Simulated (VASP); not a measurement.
An input for Quantum ESPRESSO's pw.x (written as the equivalent of a VASP run, and not itself run):

```
&CONTROL
  calculation = 'vc-relax'
  pseudo_dir = './pseudo'
  outdir = './out'
  tprnfor = .true.
  tstress = .true.
  nstep = 30
  forc_conv_thr = 0.00039
/
&SYSTEM
  ibrav = 0
  nat = 6
  ntyp = 2
  ecutwfc = 84
  occupations = 'smearing'
  smearing = 'gaussian'
  degauss = 0.003675
  input_dft = 'pbe'
  vdw_corr = 'grimme-d3'
  dftd3_version = 4
  dftd3_threebody = .false.
/
&ELECTRONS
  conv_thr = 7.3e-09
  electron_maxstep = 100
/
&IONS
/
&CELL
  cell_dofree = 'shape'
/
ATOMIC_SPECIES
  Ti 47.867 Ti.upf
  O 15.999 O.upf
CELL_PARAMETERS angstrom
    -1.8590821    1.8590821    4.6826933
     1.8590821   -1.8590821    4.6826933
     1.8590821    1.8590821   -4.6826933
ATOMIC_POSITIONS crystal
  Ti   0.7500000  0.2500000  0.5000000
  Ti   0.0000000  0.0000000  0.0000000
  O    0.5416814  0.0416814  0.5000000
  O    0.7916814  0.7916814  0.0000000
  O    0.2083186  0.2083186  0.0000000
  O    0.9583186  0.4583186  0.5000000
K_POINTS automatic
  8 8 8 0 0 0
```

Task: Translate this input to VASP (INCAR, KPOINTS, POSCAR, choice of POTCAR).

Result: One answer among several that fit: 
File KPOINTS:
```
Automatic mesh
0
Gamma
8 8 8
0 0 0
```

### INCAR
```
ENCUT = 520
LMAXMIX = 4
LCHARG = .FALSE.
GGA = PE
ISMEAR = 0   ! Gaussian
NELM = 100   ! most electronic steps
SIGMA = 0.05   ! width (eV)
IVDW = 12
ALGO = Normal   ! blocked Davidson
LREAL = .FALSE.   ! projection in real space or not
LWAVE = .FALSE.
EDIFFG = -0.01   ! ionic stop
ISIF = 4
LASPH = .TRUE.   ! aspherical one-centre terms
NSW = 30
EDIFF = 1E-7
PREC = Accurate
IBRION = 2
SYSTEM = TiO2
```

### POSCAR
```
TiO2
1.0
 -1.8590821299   1.8590821299   4.6826933445
  1.8590821299  -1.8590821299   4.6826933445
  1.8590821299   1.8590821299  -4.6826933445
Ti O
2 4
Cart
  0.0000000000   1.8590821299   2.3413466722
  0.0000000000   0.0000000000   0.0000000000
 -0.0000000000   1.8590821299   0.3903627191
 -0.0000000000   0.0000000000   7.4144027358
  0.0000000000  -0.0000000000   1.9509839532
  0.0000000000   1.8590821299   4.2923306254
```

POTCAR, in this order: Ti_sv O (PBE.64 set). Program: vasp_std.

The two are equivalent in intent, not identical: the potentials are each code's own (VASP's PAW set, PseudoDojo norm-conserving files in pw.x), so ENCUT and ecutwfc are chosen apart and not converted; conv_thr bounds pw.x's estimated SCF error, while EDIFF bounds the energy change between steps; forc_conv_thr acts on force components and is met together with etot_conv_thr.

The compound is TiO2 in the anatase structure, one of several forms; rutile is the usual stable one. This cell is one point of a volume scan, at 0.94 of the reference volume. Symmetry was kept, so distortions that lower it aren't found.
